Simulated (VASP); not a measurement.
Method: LDA (Ceperley-Alder, Perdew-Zunger), VASP's LDA PAW potentials (set 64) (plane waves; VASP).

Gaps are without spin-orbit coupling.

```yaml
volume_per_atom: 23.44 Å³/atom
band gap (over mesh and band path): 2.76 eV
smallest direct gap (over mesh and band path): 2.76 eV
```

Q: Which relaxed crystal gives these values?
(A) PbI2, P6_3mc (186)
(B) Mg2SeS, P-4m2 (115)
(C) CdI2, P-3m1 (164)
(D) TlCl, Pm-3m (221)

A: B, Mg2SeS, P-4m2 (115)
